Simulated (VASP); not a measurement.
# ZnCd2SeS2 (P6/mmm) in VASP: further runs

Runs on ZnCd2SeS2. Level: PBE. Tasks: relaxation of cell and atoms.

All numbers are computed with VASP 6.6.1; they aren't measurements. Logs are shortened: lines on timing, memory, paths and dates and some standing lists are left out, and cuts for length are marked.

### 1 The crystal as given

It takes space group P6/mmm (No. 191, hexagonal). Conventional cell: a = 4.445 Å, b = 4.445 Å, c = 8.517 Å, α = 90.00°, β = 90.00°, γ = 120.00°. Zn (site symmetry 6/mmm) has 6 Cd at 2.57 Å as nearest neighbours. Around Cd (site symmetry -6m2) lie 3 Cd at 2.57 Å and 3 Zn at 2.57 Å. Around Se (site symmetry 6/mmm) lie 6 S at 2.57 Å. Around S (site symmetry -6m2) lie 3 S at 2.57 Å and 3 Se at 2.57 Å.

The cell was built by a generator and needn't be a form met in nature.

### 2 Relaxation of cell and atoms, PBE

INCAR reads:

```
SYSTEM = ZnCd2SeS2
PREC = Normal
ENCUT = 520
EDIFF = 1E-4
ISMEAR = 0
SIGMA = 0.15
LREAL = .FALSE.
LASPH = .TRUE.
NELM = 60
ALGO = Fast
ISIF = 3
LWAVE = .FALSE.
LCHARG = .FALSE.
GGA = PE
IBRION = 2
NSW = 24
EDIFFG = -0.08
```

KPOINTS reads:

```
Automatic mesh
0
G
  4 4 2
  0 0 0
```

POSCAR reads:

```
ZnCd2SeS2
1.0
    4.4451890100      0.0000000000      0.0000000000
   -2.2225945100      3.8496466100      0.0000000000
    0.0000000000      0.0000000000      8.5170665600
Zn Cd Se S
1 2 1 2
Direct
    0.0000000000      0.0000000000      0.0000000000
    0.3333333300      0.6666666700      0.0000000000
    0.6666666700      0.3333333300      0.0000000000
    0.0000000000      0.0000000000      0.5000000000
    0.3333333300      0.6666666700      0.5000000000
    0.6666666700      0.3333333300      0.5000000000
```

Potentials or basis: VASP PAW PBE potentials, release 64 (Zn, Cd, Se, S).

Launch:

```bash
cat potpaw_PBE.64/Zn/POTCAR potpaw_PBE.64/Cd/POTCAR potpaw_PBE.64/Se/POTCAR potpaw_PBE.64/S/POTCAR > POTCAR
mpirun -np 1 vasp_std > vasp.out
```

OUTCAR:

```text
SYSTEM = ZnCd2SeS2
   PREC = Normal
   ENCUT = 520
   EDIFF = 1E-4
   ISMEAR = 0
   LREAL = .FALSE.
   LASPH = .TRUE.
   NELM = 60
   ISIF = 3
   GGA = PE
   IBRION = 2
   NSW = 24
   EDIFFG = -0.08

 ion  position               nearest neighbor table
   1  0.000  0.000  0.000-   2 2.57   3 2.57   3 2.57   2 2.57   3 2.57   2 2.57
   2  0.333  0.667  0.000-   3 2.57   3 2.57   1 2.57   1 2.57   1 2.57   3 2.57
   3  0.667  0.333  0.000-   2 2.57   2 2.57   1 2.57   1 2.57   1 2.57   2 2.57
   4  0.000  0.000  0.500-   5 2.57   6 2.57   6 2.57   5 2.57   6 2.57   5 2.57
   5  0.333  0.667  0.500-   6 2.57   6 2.57   4 2.57   4 2.57   4 2.57   6 2.57
   6  0.667  0.333  0.500-   5 2.57   5 2.57   4 2.57   4 2.57   4 2.57   5 2.57

  LATTYP: Found a hexagonal cell.
 ALAT       =     4.4451890100
 C/A-ratio  =     1.9160189906

  Lattice vectors:

 A1 = (   4.4451890100,   0.0000000000,   0.0000000000)
 A2 = (  -2.2225945100,   3.8496466100,   0.0000000000)
 A3 = (   0.0000000000,   0.0000000000,   8.5170665600)

Analysis of symmetry for initial positions (statically):
=====================================================================
 Subroutine PRICEL returns:
 Original cell was already a primitive cell.

 Routine SETGRP: Setting up the symmetry group for a
 hexagonal supercell.

 Subroutine GETGRP returns: Found 24 space group operations
 (whereof 24 operations were pure point group operations)
 out of a pool of 24 trial point group operations.

The static configuration has the point symmetry D_6h.

Analysis of symmetry for dynamics (positions and initial velocities):
=====================================================================
 Subroutine PRICEL returns:
 Original cell was already a primitive cell.

 Routine SETGRP: Setting up the symmetry group for a
 hexagonal supercell.

 Subroutine GETGRP returns: Found 24 space group operations
 (whereof 24 operations were pure point group operations)
 out of a pool of 24 trial point group operations.

The dynamic configuration has the point symmetry D_6h.

 Subroutine INISYM returns: Found 24 space group operations
 (whereof 24 operations are pure point group operations),
 and found     1 'primitive' translations

----------------------------------------------------------------------------------------

                                     Primitive cell

  volume of cell :     145.7475

  direct lattice vectors                    reciprocal lattice vectors
     4.445189010  0.000000000  0.000000000     0.224962313  0.129882052  0.000000000
    -2.222594510  3.849646610  0.000000000     0.000000000  0.259764103  0.000000000
     0.000000000  0.000000000  8.517066560     0.000000000  0.000000000  0.117411317

  length of vectors
     4.445189010  4.445189015  8.517066560     0.259764104  0.259764103  0.117411317

  position of ions in fractional coordinates (direct lattice)
     0.000000000  0.000000000  0.000000000
     0.333333330  0.666666670  0.000000000
     0.666666670  0.333333330  0.000000000
     0.000000000  0.000000000  0.500000000
     0.333333330  0.666666670  0.500000000
     0.666666670  0.333333330  0.500000000

  ion indices of the primitive-cell ions
   primitive index   ion index
                 1           1
                 2           2
                 3           3
                 4           4
                 5           5
                 6           6

----------------------------------------------------------------------------------------

 KPOINTS: Automatic mesh

Automatic generation of k-mesh.
 Grid dimensions read from file:
 generate k-points for:    4    4    2

 Generating k-lattice:

  Cartesian coordinates                     Fractional coordinates (reciprocal lattice)
     0.056240578  0.032470513  0.000000000     0.250000000  0.000000000  0.000000000
     0.000000000  0.064941026  0.000000000     0.000000000  0.250000000  0.000000000
     0.000000000  0.000000000  0.058705658     0.000000000  0.000000000  0.500000000

  Length of vectors
     0.064941026  0.064941026  0.058705658

  Shift w.r.t. Gamma in fractional coordinates (k-lattice)
     0.000000000  0.000000000  0.000000000

 Subroutine IBZKPT returns following result:
 ===========================================

 Found      8 irreducible k-points:

 Following reciprocal coordinates:
            Coordinates               Weight
  0.000000  0.000000  0.000000      1.000000
  0.250000  0.000000  0.000000      6.000000
  0.500000  0.000000  0.000000      3.000000
  0.250000  0.250000  0.000000      6.000000
  0.000000  0.000000  0.500000      1.000000
  0.250000  0.000000  0.500000      6.000000
  0.500000  0.000000  0.500000      3.000000
  0.250000  0.250000  0.500000      6.000000
   k-points           NKPTS =      8   k-points in BZ     NKDIM =      8   number of bands    NBANDS=     32
   number of dos      NEDOS =    301   number of ions     NIONS =      6
   total plane-waves  NPLWV =  37632
   dimension x,y,z NGX =    28 NGY =   28 NGZ =   48
   dimension x,y,z NGXF=    56 NGYF=   56 NGZF=   96
   ions per type =               1   2   1   2
   NGX,Y,Z   is equivalent  to a cutoff of  10.47, 10.47,  9.37 a.u.
   NGXF,Y,Z  is equivalent  to a cutoff of  20.94, 20.94, 18.74 a.u.
 SYSTEM =  ZnCd2SeS2
   PREC   = normal    normal or accurate (medium, high low for compatibility)
   ISTART =      0    job   : 0-new  1-cont  2-samecut
   ICHARG =      2    charge: 1-file 2-atom 10-const
   ISPIN  =      1    spin polarized calculation?
   LNONCOLLINEAR =      F non collinear calculations
   LSORBIT =      F    spin-orbit coupling
   LASPH  =      T    aspherical Exc in radial PAW
   ENCUT  =  520.0 eV  38.22 Ry    6.18 a.u.   8.27  8.27 15.84*2*pi/ulx,y,z
   NELM   =     60;   NELMIN=  2; NELMDL= -5     # of ELM steps
   EDIFF  = 0.1E-03   stopping-criterion for ELM
   LREAL  =      F    real-space projection
   EDIFFG = -.8E-01   stopping-criterion for IOM
   NSW    =     24    number of steps for IOM
   IBRION =      2    ionic relax: 0-MD 1-quasi-New 2-CG
   NFREE  =      1    steps in history (QN), initial steepest desc. (CG)
   ISIF   =      3    stress and relaxation
   ISYM   =      2    0-nonsym 1-usesym 2-fastsym
   POTIM  = 0.5000    time-step for ionic-motion
   TEBEG  =    0.0;   TEEND  =   0.0 temperature during run
   PSTRESS=    0.0 pullay stress
   NELECT =      54.0000    total number of electrons
   NUPDOWN=      -1.0000    fix difference up-down
   EMIN   =  10.00;   EMAX   =-10.00  energy-range for DOS
   EFERMI =   0.00;   METHOD = LEGACY
   ISMEAR =     0;   SIGMA  =   0.15  broadening in eV -4-tet -1-fermi 0-gaus
   EFERMI_NEDOS =   21; number of points for ismear=-14 and -15
   IALGO  =     68    algorithm
   IMIX   =      4    mixing-type and parameters
     AMIX     =   0.40;   BMIX     =  1.00
     AMIX_MAG =   1.60;   BMIX_MAG =  1.00
  volume/ion in A,a.u.               =      24.29       163.93
  Fermi-wavevector in a.u.,A,eV,Ry     =   1.175815  2.221968 18.810615  1.382541
  Thomas-Fermi vector in A             =   2.312189
   LORBIT       =      0    0 simple, 1 ext, 2 COOP (PROOUT), +10 PAW based schemes
   GGA     = PE    functional components
   LHFCALC =     F    Hartree Fock is set to
   AEXX    =    0.0000 exact exchange contribution
   IVDW    =     0    specifies the selected vdW correction
   LEPSILON=     F    determine dielectric tensor
   LRPA    =     F    only Hartree local field effects (RPA)
 conjugate gradient relaxation of ions
 non-spin polarized calculation
 RMM-DIIS sequential band-by-band and
 Gauss-broadening in eV      SIGMA  =   0.15
  energy-cutoff  :      520.00
  volume of cell :      145.75
 maximum number of plane-waves:      3938
   NGX = 17   NGY = 17   NGZ = 31

--------------------------------------- Ionic step        1  -------------------------------------------

 number of electron      53.9999959 magnetization

 Free energy of the ion-electron system (eV)
  ---------------------------------------------------
  ext. energy  EPLUGINS =         0.00000000
  ---------------------------------------------------
  free energy    TOTEN  =       -10.38315645 eV

  energy without entropy =      -10.33981249  energy(sigma->0) =      -10.36148447

------------------------ aborting loop because EDIFF is reached ----------------------------------------

  FORCE on cell =-STRESS in cart. coord.  units (eV):
  Direction    XX          YY          ZZ          XY          YZ          ZX
  --------------------------------------------------------------------------------------
  -------------------------------------------------------------------------------------
  Total       15.9228078     15.9228078     -1.6690711     -0.0000000      0.0000000     -0.0000000
  in kB      175.0366926    175.0366929    -18.3478117     -0.0000002      0.0000000     -0.0000000
  external PRESSURE =     110.5751913 kB  Pullay stress =       0.0000000 kB
[... 101 lines left out ...]
  FREE ENERGIE OF THE ION-ELECTRON SYSTEM (eV)
  ---------------------------------------------------
  free  energy   TOTEN  =       -11.4065831817 eV

  energy  without entropy=      -11.3437767142  energy(sigma->0) =      -11.37517995

 E-fermi :   2.8741     XC(G=0):  -9.7519

 val. band max:        2.6335086304   @ k =   0.2500   0.0000   0.5000
 cond. band min:       3.0192532718   @ k =   0.5000   0.0000   0.0000
 fundamental gap:      0.3857446414
 Fermi energy:         2.8741148280

 k-point     1 :       0.0000    0.0000    0.0000
  band No.  band energies     occupation
      1     -12.3636      2.00000
      2      -8.0248      2.00000
      3      -7.9338      2.00000
      4      -6.9361      2.00000
      5      -6.3805      2.00000
      6      -6.3805      2.00000
[... 269 lines left out ...]
     31       5.0130      0.00000
     32       6.5796      0.00000

 E-fermi :   5.8493     XC(G=0): -11.3582

 val. band max:        5.8127840365   @ k =   0.5000   0.0000   0.0000
 cond. band min:       5.8678419826   @ k =   0.5000   0.0000   0.5000
 fundamental gap:      0.0550579461
 Fermi energy:         5.8492860388

 k-point     1 :       0.0000    0.0000    0.0000
  band No.  band energies     occupation
      1     -10.4352      2.00000
      2      -6.7488      2.00000
      3      -6.6987      2.00000
      4      -4.4352      2.00000
      5      -4.0723      2.00000
      6      -4.0723      2.00000
[... 269 lines left out ...]
     31       9.2671      0.00000
     32      11.1738      0.00000

[... ionic steps 4 to 11 ...]

--------------------------------------- Ionic step       12  -------------------------------------------

 number of electron      53.9999891 magnetization

------------------------ aborting loop because EDIFF is reached ----------------------------------------
[... 75 lines left out ...]
--------------------------------------- Ionic step       14  -------------------------------------------

 number of electron      53.9999893 magnetization

 Free energy of the ion-electron system (eV)
  ---------------------------------------------------
  ext. energy  EPLUGINS =         0.00000000
  ---------------------------------------------------
  free energy    TOTEN  =       -12.59420983 eV

  energy without entropy =      -12.54480230  energy(sigma->0) =      -12.56950606

 E-fermi :   3.6403     XC(G=0): -10.3062

 val. band max:        3.5930566628   @ k =   0.5000   0.0000   0.5000
 cond. band min:       3.7214290046   @ k =   0.2500   0.0000   0.5000
 fundamental gap:      0.1283723417
 Fermi energy:         3.6402876112

 k-point     1 :       0.0000    0.0000    0.0000
  band No.  band energies     occupation
      1     -11.7252      2.00000
      2      -7.6710      2.00000
      3      -7.4931      2.00000
      4      -5.8748      2.00000
      5      -5.3964      2.00000
      6      -5.3964      2.00000
[... 302 lines left out ...]
  FREE ENERGIE OF THE ION-ELECTRON SYSTEM (eV)
  ---------------------------------------------------
  free  energy   TOTEN  =       -12.5942098321 eV

  energy  without entropy=      -12.5448022962  energy(sigma->0) =      -12.56950606

 reached required accuracy - stopping structural energy minimisation
```

It took 2.8 min on 1 thread of Intel Xeon Platinum 8559C (Emerald Rapids), shared host; peak memory 0.22 GiB.

What came out:

```yaml
Free_energy: -12.5942 eV
Relaxed_volume: 20.82 Å³/atom
Relaxed_cell: a = 4.859 Å, b = 4.859 Å, c = 6.110 Å, α = 90.00°, β = 90.00°, γ = 120.00°
Space_group_after_relaxing_to_0.05_Å: P6/mmm (No. 191)
Energy_gained_by_relaxing: 368.5 meV/atom
Ionic_steps: 14
Pressure_after_relaxing: -0.1 GPa
Band_gap_on_the_k_mesh: none (metal or under the smearing width)
```

Step by step:
| step | energy change (eV) | largest force (eV/Å) | pressure (GPa) | volume (Å³) |
| --- | --- | --- | --- | --- |
| 1 | 0.0000 | 0.0000 | 11.06 | 145.75 |
| 2 | -0.6906 | 0.0000 | -5.28 | 182.97 |
| 3 | -1.0234 | 0.0000 | -1.33 | 166.78 |
| 4 | -1.0237 | 0.0000 | -1.14 | 166.34 |
| 5 | -1.1132 | 0.0000 | -1.19 | 162.68 |
| 6 | -1.3723 | 0.0000 | -1.35 | 154.40 |
| 7 | -1.9824 | 0.0000 | -1.34 | 137.53 |
| 8 | -1.6284 | 0.0000 | 11.70 | 102.60 |
| 9 | -1.8769 | 0.0000 | 5.96 | 111.11 |
| 10 | -2.2043 | 0.0000 | 0.29 | 124.97 |
| 11 | -2.2061 | 0.0000 | 0.97 | 123.02 |
| 12 | -2.2074 | 0.0000 | 0.54 | 123.91 |
| 13 | -2.1968 | 0.0000 | -1.25 | 126.77 |
| 14 | -2.2111 | 0.0000 | -0.12 | 124.91 |

Final structure:
```
CELL_PARAMETERS angstrom
4.85866 0.00000 0.00000
-2.42933 4.20772 0.00000
0.00000 0.00000 6.11003
ATOMIC_POSITIONS crystal
Zn 0.00000 0.00000 0.00000
Cd 0.33333 0.66667 0.00000
Cd 0.66667 0.33333 0.00000
Se 0.00000 0.00000 0.50000
S 0.33333 0.66667 0.50000
S 0.66667 0.33333 0.50000
```

Caveat: the k mesh is coarse (spacing up to 0.41 Å⁻¹), so the values aren't converged; the relaxation stopped at a loose force limit of 0.08 eV/Å, so its end isn't a converged minimum.

### 3 Relaxation of cell and atoms, PBE

This run uses another cell than the first one, of 24.49 Å³/atom, 1.008 times its volume.

INCAR is that of step 2.

KPOINTS is that of step 2.

POSCAR reads:

```
ZnCd2SeS2
1.0
    4.4382548700      0.0000000000      0.0000000000
   -2.2191274400      3.8436414700      0.0000000000
    0.0000000000      0.0000000000      8.6119896000
Zn Cd Se S
1 2 1 2
Direct
    0.0000000000      0.0000000000      0.0000000000
    0.3333333300      0.6666666700      0.5000000000
    0.6666666700      0.3333333300      0.5000000000
    0.0000000000      0.0000000000      0.5000000000
    0.0000000000      0.0000000000      0.1998910400
    0.0000000000      0.0000000000      0.8001089600
```

Potentials or basis: VASP PAW PBE potentials, release 64 (Zn, Cd, Se, S).

Launch:

```bash
cat potpaw_PBE.64/Zn/POTCAR potpaw_PBE.64/Cd/POTCAR potpaw_PBE.64/Se/POTCAR potpaw_PBE.64/S/POTCAR > POTCAR
mpirun -np 1 vasp_std > vasp.out
```

It took 3.6 min on 1 thread of Intel Xeon Platinum 8559C (Emerald Rapids), shared host; peak memory 0.22 GiB.

It converged, with:

- Free energy: -12.3489 eV
- Relaxed volume: 34.99 Å³/atom
- Relaxed cell: a = 5.144 Å, b = 5.144 Å, c = 9.163 Å, α = 90.00°, β = 90.00°, γ = 120.00°
- Space group after relaxing (to 0.05 Å): P6/mmm (No. 191)
- Energy gained by relaxing: 1131.3 meV/atom
- Ionic steps: 21
- Pressure after relaxing: 0.0 GPa
- Largest force after relaxing: 0.034 eV/Å
- Band gap on the k mesh: none (metal or under the smearing width)

Forces in eV/Å, atoms in the order of the input:
```
Zn   0.000  0.000  0.000
Cd   0.000  0.000  0.000
Cd   0.000  0.000  0.000
Se   0.000  0.000  0.000
S    0.000  0.000 -0.034
S    0.000  0.000  0.034
```

Stress tensor (GPa, compression positive):
```
 0.05  0.00  0.00
 0.00  0.05  0.00
 0.00  0.00 -0.06
```

Step by step:
| step | energy change (eV) | largest force (eV/Å) | pressure (GPa) | volume (Å³) |
| --- | --- | --- | --- | --- |
| 1 | 0.0000 | 14.2671 | 34.37 | 146.91 |
| 2 | -3.4993 | 0.9150 | -2.71 | 284.18 |
| 3 | -3.7569 | 0.6912 | -2.48 | 270.33 |
| 4 | -4.0149 | 0.4272 | -2.36 | 257.99 |
| 5 | -5.5950 | 1.0400 | 1.51 | 197.91 |
| 6 | -5.6294 | 0.5927 | 8.48 | 171.32 |
| 7 | -5.7675 | 1.1598 | 3.83 | 185.91 |
| 8 | -5.7824 | 1.0960 | 4.95 | 181.09 |
| 9 | -6.6223 | 0.7940 | 0.09 | 206.64 |
| 10 | -6.6727 | 0.6907 | -0.74 | 213.12 |
| 11 | -6.6823 | 0.6377 | -0.93 | 216.26 |
| 12 | -6.6782 | 0.5325 | -1.51 | 222.58 |
| 13 | -6.6841 | 0.6066 | -1.08 | 218.16 |
| 14 | -6.7738 | 0.0524 | -0.32 | 211.82 |
| 15 | -6.7794 | 0.2150 | 0.04 | 209.74 |
| 16 | -6.7795 | 0.1929 | 0.06 | 209.90 |
| 17 | -6.7781 | 0.0613 | -0.07 | 210.86 |
| 18 | -6.7794 | 0.1530 | -0.01 | 210.17 |
| 19 | -6.7840 | 0.0917 | 0.04 | 210.09 |
| 20 | -6.7856 | 0.1870 | 0.02 | 209.80 |
| 21 | -6.7877 | 0.0344 | 0.01 | 209.94 |

Final structure:
```
CELL_PARAMETERS angstrom
5.14358 0.00000 0.00000
-2.57179 4.45447 0.00000
0.00000 0.00000 9.16293
ATOMIC_POSITIONS crystal
Zn 0.00000 0.00000 0.00000
Cd 0.33333 0.66667 0.50000
Cd 0.66667 0.33333 0.50000
Se 0.00000 0.00000 0.50000
S 0.00000 0.00000 0.23267
S 0.00000 0.00000 0.76733
```

Levels at points of the mesh, in eV from the Fermi level:
```
           k point  band 24  band 25  band 26  band 27  band 28  band 29  band 30  band 31
(0.00, 0.00, 0.00)    -0.68    -0.68    -0.49    -0.49     1.55     1.55     1.77     2.53
(0.50, 0.00, 0.00)    -1.39    -1.09    -0.77    -0.68     1.39     2.39     3.51     4.11
(0.00, 0.00, 0.50)    -1.10    -1.10    -0.16    -0.01    -0.01     1.55     1.55     2.06
(0.50, 0.00, 0.50)    -1.61    -1.21    -0.47    -0.16     0.16     1.40     2.74     3.82
```

Caveat: the k mesh is coarse (spacing up to 0.41 Å⁻¹), so the values aren't converged; the volume moved by over 15 % at a fixed basis, so the end points are rough; the relaxation stopped at a loose force limit of 0.08 eV/Å, so its end isn't a converged minimum.
